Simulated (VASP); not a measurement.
Given:

```xyz
2
Lattice="0.0000 2.7541 2.7541 2.7541 0.0000 2.7541 2.7541 2.7541 0.0000" Properties=species:S:1:pos:R:3 pbc="T T T"
Pb     0.0000     0.0000     0.0000
Se     2.7541     2.7541     2.7541
```

Calculation: LDA (Ceperley-Alder, Perdew-Zunger), VASP's LDA PAW potentials (set 64) (plane waves; VASP). Run with 500 eV cut-off, 8×8×8 Γ-centred mesh, Gaussian smearing of 0.050 eV, potentials Pb_d Se.

Problem. Estimate the energy per atom (σ→0), pressure.

Solution. 
```yaml
energy per atom (σ→0): -4.243 eV/atom
pressure: 29.93 GPa
```

The absolute energy has meaning only against runs of the same code, potentials and settings.

The compound is PbSe in the rock salt structure. It was relaxed first under an external pressure of 30 GPa.
